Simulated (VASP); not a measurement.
```
CELL_PARAMETERS angstrom
      1.57505    -2.72807     0.00000
      1.57505     2.72807     0.00000
      0.00000     0.00000     5.07860
ATOMIC_POSITIONS crystal
  Al 0.66667 0.33333 0.50082
  Al 0.33333 0.66667 0.00082
  N  0.66667 0.33333 0.88118
  N  0.33333 0.66667 0.38118
```

These are vdW-DF2, VASP's PBE PAW potentials (set 64) (plane waves; VASP 6.6.1) values and carry that method's errors. Numerical set-up: 520 eV cut-off, Gaussian smearing of 0.050 eV, potentials Al N.

Task: Give the energies of bands 3 to 11 at the high-symmetry points, in eV from the valence-band maximum.

Result: 
```json
[
 {"band": "3", "Γ": "-5.59", "M": "-5.10", "K": "-4.38", "A": "-3.13", "L": "-5.24", "H": "-4.56"},
 {"band": "4", "Γ": "-0.75", "M": "-3.95", "K": "-3.62", "A": "-3.13", "L": "-5.24", "H": "-4.56"},
 {"band": "5", "Γ": "-0.75", "M": "-3.11", "K": "-3.62", "A": "-0.46", "L": "-1.33", "H": "-3.50"},
 {"band": "6", "Γ": "-0.14", "M": "-1.91", "K": "-2.25", "A": "-0.46", "L": "-1.33", "H": "-3.50"},
 {"band": "7", "Γ": "-0.14", "M": "-1.59", "K": "-2.19", "A": "-0.46", "L": "-1.27", "H": "-0.77"},
 {"band": "8", "Γ": "0.00", "M": "-0.63", "K": "-2.19", "A": "-0.46", "L": "-1.27", "H": "-0.77"},
 {"band": "9", "Γ": "4.17", "M": "6.09", "K": "5.51", "A": "6.38", "L": "5.56", "H": "7.66"},
 {"band": "10", "Γ": "6.58", "M": "6.10", "K": "8.55", "A": "6.38", "L": "5.56", "H": "7.66"},
 {"band": "11", "Γ": "10.52", "M": "8.04", "K": "9.72", "A": "10.20", "L": "9.27", "H": "7.89"}
]
```

The gap is direct, 4.17 eV, from the valence maximum at Γ to the conduction minimum at Γ.

Measured: gap 6.51 eV (computed value off by -2.34 eV), as given by Martin Feneberg et al., Physical Review B (2010), doi:10.1103/physrevb.82.075208 [zero-point renormalisation of 0.417 eV (from the measured temperature dependence, row gaps:miglio2020:AlN_wz:gap_zpr, arXiv:2011.12765) added back].

The compound is AlN in the wurtzite structure. It was relaxed first.
